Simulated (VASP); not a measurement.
**WC (Qusongite): C into a neighbouring C vacancy**

How hard is this move in WC (Qusongite): C into a neighbouring C vacancy? Both ends are relaxed first, then a band of images between them. The start is a cell from a database of measured crystal structures.

Calculated with VASP 6.6.1; PBEsol; plane waves and PAW (W, C).

## 1. The host crystal

It takes space group P-6m2 (No. 187, hexagonal). The conventional cell has a = 2.907 Å, b = 2.907 Å, c = 2.837 Å, α = 90.00°, β = 90.00°, γ = 120.00°. Nearest to W lie 6 C at 2.20 Å. C has 6 W at 2.20 Å nearest. Farther neighbours are not listed.

As a file:

```xyz
2
Lattice="2.9065 0.0000 0.0000 -1.4532 2.5171 0.0000 0.0000 0.0000 2.8366" Properties=species:S:1:pos:R:3 pbc="T T T"
W     0.0000    0.0000    0.0000
C     1.4533    0.8390    1.4183
```

## 2. Relax the host

First cell and atoms are relaxed at a raised cutoff, so that later runs start from this functional's own cell.

Contents of INCAR:

```
SYSTEM = WC
PREC = Accurate
ENCUT = 520
EDIFF = 1E-06
NELM = 120
ISMEAR = 0
SIGMA = 0.1
LREAL = .FALSE.
ALGO = Normal
GGA = PS
NBANDS = 11
LASPH = .TRUE.
LORBIT = 11
LWAVE = .FALSE.
LCHARG = .FALSE.
KPAR = 3
IBRION = 2
NSW = 40
ISIF = 3
EDIFFG = -0.02
POTIM = 0.4
```

Contents of POSCAR:

```
WC
1.0
    2.9065000000      0.0000000000      0.0000000000
   -1.4532500000      2.5171028361      0.0000000000
    0.0000000000      0.0000000000      2.8366000000
W C
1 1
Direct
    0.0000000000      0.0000000000      0.0000000000
    0.6666666667      0.3333333333      0.5000000000
```

Contents of KPOINTS:

```
Automatic mesh
0
Gamma
7 7 7
0 0 0
```

Potentials, in the order of the species: W and C (PBE family, release 64).

Launch:

```
mpirun -np 3 vasp_std
```

What it wrote:

```text
[banner, memory and clock lines left out]
running    3 mpi-ranks, on    1 nodes
 distrk:  each k-point on    1 cores,    3 groups
 distr:  one band on    1 cores,    1 groups

 POSCAR found type information on POSCAR W C
 POSCAR found :  2 types and       2 ions
|                                                                             |
|               ----> ADVICE to this user running VASP <----                  |
|                                                                             |
|     You enforced a specific xc type in the INCAR file but a different       |
|     [... a line on the potential file left out ...]
|     I HOPE YOU KNOW WHAT YOU ARE DOING!                                     |
|                                                                             |

 LDA part: xc-table for (Slater+PW92), standard interpolation
 POSCAR, INCAR and KPOINTS ok, starting setup
 FFT: planning ... GRIDC
 FFT: planning ... GRID_SOFT
 FFT: planning ... GRID
 WAVECAR not read
 entering main loop
       N       E                     dE             d eps       ncg     rms          rms(c)
DAV:   1     0.201642563573E+02    0.20164E+02   -0.49851E+03   704   0.817E+02
DAV:   2    -0.250990256889E+02   -0.45263E+02   -0.43113E+02   832   0.198E+02
DAV:   3    -0.269452494780E+02   -0.18462E+01   -0.18290E+01   854   0.335E+01
DAV:   4    -0.269565593787E+02   -0.11310E-01   -0.11306E-01   776   0.302E+00
DAV:   5    -0.269566068269E+02   -0.47448E-04   -0.47448E-04   835   0.197E-01    0.345E+01
DAV:   6    -0.241093471402E+02    0.28473E+01   -0.12576E+01   835   0.216E+01    0.115E+01
DAV:   7    -0.240233743051E+02    0.85973E-01   -0.61892E-01   716   0.620E+00    0.841E+00
DAV:   8    -0.239806503201E+02    0.42724E-01   -0.11117E-01   776   0.248E+00    0.206E+00
DAV:   9    -0.239754397374E+02    0.52106E-02   -0.13068E-02   740   0.740E-01    0.122E-01
DAV:  10    -0.239753720674E+02    0.67670E-04   -0.95957E-04   819   0.264E-01    0.169E-01
DAV:  11    -0.239753461411E+02    0.25926E-04   -0.19010E-04   935   0.908E-02    0.158E-02
DAV:  12    -0.239753429976E+02    0.31434E-05   -0.78443E-06   767   0.209E-02    0.394E-03
DAV:  13    -0.239753421773E+02    0.82030E-06   -0.12063E-06   397   0.714E-03
   1 F= -.23975342E+02 E0= -.23974335E+02  d E =-.239753E+02
 curvature:   0.00 expect dE= 0.000E+00 dE for cont linesearch  0.000E+00
 trial: gam= 0.00000 g(F)=  0.000E+00 g(S)=  0.134E-01 ort = 0.000E+00 (trialstep = 0.100E+01)
 search vector abs. value=  0.134E-01
 bond charge predicted
       N       E                     dE             d eps       ncg     rms          rms(c)
DAV:   1    -0.239733591893E+02    0.19838E-02   -0.35376E-01   704   0.490E+00    0.217E+00
DAV:   2    -0.239688365398E+02    0.45226E-02   -0.34689E-03   830   0.516E-01    0.114E+00
DAV:   3    -0.239670797613E+02    0.17568E-02   -0.32025E-03   779   0.422E-01    0.337E-02
DAV:   4    -0.239670833293E+02   -0.35680E-05   -0.37796E-05   776   0.461E-02    0.210E-02
DAV:   5    -0.239670862853E+02   -0.29560E-05   -0.87090E-06   832   0.182E-02    0.433E-03
DAV:   6    -0.239670867257E+02   -0.44033E-06   -0.35284E-07   427   0.494E-03
   2 F= -.23967087E+02 E0= -.23966142E+02  d E =0.825545E-02
 trial-energy change:    0.008255  1 .order    0.008492   -0.013365    0.030349
 step:   0.3127(harm=  0.3057)  dis= 0.00000  next Energy=   -23.977439 (dE=-0.210E-02)
 bond charge predicted
       N       E                     dE             d eps       ncg     rms          rms(c)
DAV:   1    -0.239804608648E+02   -0.13375E-01   -0.16435E-01   707   0.330E+00    0.149E+00
DAV:   2    -0.239783108630E+02    0.21500E-02   -0.16202E-03   827   0.348E-01    0.791E-01
DAV:   3    -0.239774602376E+02    0.85063E-03   -0.15520E-03   773   0.290E-01    0.239E-02
DAV:   4    -0.239774604905E+02   -0.25289E-06   -0.19733E-05   773   0.329E-02    0.144E-02
DAV:   5    -0.239774598632E+02    0.62723E-06   -0.38067E-06   815   0.126E-02
   3 F= -.23977460E+02 E0= -.23976473E+02  d E =-.211769E-02
 curvature:  -0.15 expect dE=-0.257E-05 dE for cont linesearch -0.141E-07
 trial: gam=-0.00136 g(F)=  0.516E-52 g(S)=  0.168E-04 ort = 0.351E-04 (trialstep = 0.863E+00)
 search vector abs. value=  0.168E-04
 reached required accuracy - stopping structural energy minimisation
```

Elapsed: 4 s, on 3 MPI ranks of AMD EPYC 9R45, shared host; peak memory 0.37 GiB.

The logs omit lines about the potential files and the build; timing stands in the text.

Parts of OUTCAR (step 2):

```text
ion  position               nearest neighbor table
   1  0.000  0.000  0.000-   2 2.20   2 2.20   2 2.20   2 2.20   2 2.20   2 2.20
   2  0.667  0.333  0.500-   1 2.20   1 2.20   1 2.20   1 2.20   1 2.20   1 2.20

  LATTYP: Found a hexagonal cell.
 ALAT       =     2.9065000000
 C/A-ratio  =     0.9759504559

 Subroutine GETGRP returns: Found 12 space group operations
 (whereof 12 operations were pure point group operations)

The static configuration has the point symmetry D_3h.

 Found     32 irreducible k-points:

   k-points           NKPTS =     32   k-points in BZ     NKDIM =     32   number of bands    NBANDS=     11

   dimension x,y,z NGX =    24 NGY =   24 NGZ =   24
   dimension x,y,z NGXF=    48 NGYF=   48 NGZF=   48

   ENCUT  =  520.0 eV  38.22 Ry    6.18 a.u.   5.40  5.40  5.27*2*pi/ulx,y,z

   NELECT =      10.0000    total number of electrons

 k-points in reciprocal lattice and weights: Automatic mesh
   0.00000000  0.00000000  0.00000000       0.003
   0.14285714  0.00000000  0.00000000       0.017
   0.28571429  0.00000000  0.00000000       0.017
   0.42857143 -0.00000000  0.00000000       0.017
   0.14285714  0.14285714  0.00000000       0.017
   0.28571429  0.14285714  0.00000000       0.035
   0.42857143  0.14285714  0.00000000       0.017
   0.28571429  0.28571429  0.00000000       0.017
   0.00000000  0.00000000  0.14285714       0.006
[...]
0.42857143  0.14285714  0.42857143       0.035
   0.28571429  0.28571429  0.42857143       0.035

 average (electrostatic) potential at core
       1 -36.9384       2 -46.2241

 E-fermi :   8.3749

 k-point     1 :       0.0000    0.0000    0.0000
  band No.  band energies     occupation
      1      -6.2250      2.00000
      2       3.8837      2.00000
      3       4.9040      2.00000
      4       4.9040      2.00000
      5       8.4312      0.42613
      6      11.4928      0.00000
      7      11.4928      0.00000
      8      13.9987      0.00000
      9      13.9987      0.00000
    ...

 k-point     2 :       0.1429    0.0000    0.0000
  band No.  band energies     occupation
      1      -5.7192      2.00000
      2       3.7236      2.00000
      3       4.5863      2.00000
      4       5.3993      2.00000
      5       7.1759      2.00000
      6      11.3093      0.00000
      7      12.8983      0.00000
      8      13.0455      0.00000
      9      13.6553      0.00000
     10      16.2910      0.00000
    ...

 k-point     3 :       0.2857    0.0000    0.0000
  band No.  band energies     occupation
      1      -4.4338      2.00000
      2       2.3474      2.00000
      3       5.0552      2.00000
      4       5.6118      2.00000
      5       6.6117      2.00000
      6      10.9223      0.00000
      7      11.9266      0.00000
      8      13.0819      0.00000
      9      14.5596      0.00000
     10      18.1753      0.00000
    ...

  Total       -0.0147698     -0.0147698      0.0208963     -0.0000000     -0.0000000      0.0000000
  in kB       -1.1502226     -1.1502226      1.6273351     -0.0000000     -0.0000000      0.0000000
  external PRESSURE =      -0.2243700 kB  Pullay stress =       0.0000000 kB

  energy-cutoff  :      520.00
  volume of cell :       20.57
      direct lattice vectors                 reciprocal lattice vectors
     2.898680791  0.000000000  0.000000000     0.344984520  0.199176905  0.000000000
    -1.449340395  2.510331202 -0.000000000     0.000000000  0.398353810  0.000000000
     0.000000000  0.000000000  2.827300868    -0.000000000  0.000000000  0.353694229

 POSITION                                       TOTAL-FORCE (eV/Angst)
 -----------------------------------------------------------------------------------
      0.00000      0.00000      0.00000         0.000000      0.000000      0.000000
      1.44934      0.83678      1.41365        -0.000000      0.000000     -0.000000
 -----------------------------------------------------------------------------------
    total drift:                               -0.000000      0.000000      0.000000

  FREE ENERGIE OF THE ION-ELECTRON SYSTEM (eV)
  ---------------------------------------------------
  free  energy   TOTEN  =       -23.9774598632 eV

  energy  without entropy=      -23.9754856789  energy(sigma->0) =      -23.97647277

 reached required accuracy - stopping structural energy minimisation

 total charge
# of ion       s       p       d       tot
------------------------------------------
    1        0.628   0.901   4.406   5.935
    2        0.850   1.564   0.000   2.414
--------------------------------------------------
tot          1.478   2.465   4.406   8.349

[... 3 further parts left out ...]
```

CONTCAR:

```
WC
   1.00000000000000
     2.8986807906746876    0.0000000000000000    0.0000000000000000
    -1.4493403953373438    2.5103312021867672   -0.0000000000000000
     0.0000000000000000    0.0000000000000000    2.8273008677063038
  W               C
     1     1
Direct
     0.0000000000000000    0.0000000000000000    0.0000000000000000
     0.6666666667000030    0.3333333332999970    0.5000000000000000
```

The k-mesh is coarse for a metal. The PAW data sets were made with PBE, which is usual practice but a small mismatch for other functionals. The data set W keeps the semicore shell frozen, which is cheaper and a little less accurate. The run keeps the 12 symmetry operations of its start, so it cannot find a distortion of lower symmetry.

The steps of the relaxation:

| step | energy less that of the first step (eV) | largest force (eV/Å) | pressure (GPa) | volume (Å³) |
| --- | --- | --- | --- | --- |
| 1 | 0.0000 | 0.0000 | -3.69 | 20.75 |
| 2 | 0.0083 | 0.0000 | 8.58 | 20.18 |
| 3 | -0.0021 | 0.0000 | -0.02 | 20.57 |

| conventional cell, symmetrised | before | after | change |
| --- | --- | --- | --- |
| a (Å) | 2.907 | 2.899 | -0.3 % |
| b (Å) | 2.907 | 2.899 | -0.3 % |
| c (Å) | 2.837 | 2.827 | -0.3 % |
| volume (Å³/atom) | 10.38 | 10.29 | -0.9 % |

Final coordinates:

```cif
data_structure
_symmetry_space_group_name_H-M 'P 1'
_symmetry_Int_Tables_number 1
_cell_length_a 2.8987
_cell_length_b 2.8987
_cell_length_c 2.8273
_cell_angle_alpha 90.000
_cell_angle_beta 90.000
_cell_angle_gamma 120.000
_cell_volume 20.57
loop_
_atom_site_label
_atom_site_type_symbol
_atom_site_fract_x
_atom_site_fract_y
_atom_site_fract_z
_atom_site_occupancy
W1 W 0.00000 0.00000 0.00000 1
C2 C 0.66667 0.33333 0.50000 1
```

This step gave:

```
electronic cycles                               : 24
electrons                                       : 10
free energy (TOTEN)                             : -23.98 eV
energy at zero smearing                         : -23.98 eV
Fermi energy                                    : 8.375 eV
labelled metallic, from the levels on this mesh : yes
```

The run ended after 3 ionic steps, 0.002 eV below its first step, once forces and stress met EDIFFG = -0.02.

(Continued in part 2 of 4.)

[Lines on the potential files, build, host, timing and source positions are cut from VASP's logs without a mark.]

[Logs are printed without paths, hosts, clocks, repeated set-up lines and the standing remarks that a program may print on its own settings, such as how far it seeks lower states.]

[Hosts, paths, dates, database ids (printed as entryN), source tags and the programs' standing remarks are cut or masked in the printed files.]

[Runs that stopped without an error message from VASP are left out.]
